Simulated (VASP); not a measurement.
A run of VASP 6.6.1:

INCAR

```
SYSTEM = SrNi2As2
PREC = Accurate
ENCUT = 600
EDIFF = 1E-7
ISMEAR = 0
SIGMA = 0.1
LREAL = .FALSE.
LASPH = .TRUE.
NELM = 60
ALGO = Fast
ISIF = 3
LWAVE = .FALSE.
LCHARG = .FALSE.
GGA = PS
IBRION = 2
NSW = 80
EDIFFG = -0.004
```

File KPOINTS:

```
regular mesh
0
G
  9 9 9
  0 0 0
```

POSCAR

```
SrNi2As2
1.0
   -2.0687000000      2.0687000000      5.0940000000
    2.0687000000     -2.0687000000      5.0940000000
    2.0687000000      2.0687000000     -5.0940000000
Sr Ni As
1 2 2
Direct
    0.0000000000      0.0000000000      0.0000000000
    0.2500000000      0.7500000000      0.5000000000
    0.7500000000      0.2500000000      0.5000000000
    0.6297314300      0.6297314300      0.0000000000
    0.3702685700      0.3702685700      0.0000000000
```

Potentials or basis: VASP PAW PBE potentials, release 64 (Sr_sv, Ni, As).

Run with:

```console
$ cat potpaw_PBE.64/Sr_sv/POTCAR potpaw_PBE.64/Ni/POTCAR potpaw_PBE.64/As/POTCAR > POTCAR
$ mpirun -np 1 vasp_std > vasp.out
```

Hardware: 1 thread of AMD EPYC 9R45 (Zen 5), with other jobs on the host.

Q: How long does it take, and how much memory?

A: Wall time 50 min on 1 thread of AMD EPYC 9R45 (Zen 5) (shared host), peak memory 0.47 GiB. Counts: scf iterations 176, k points 75, ion steps 14.
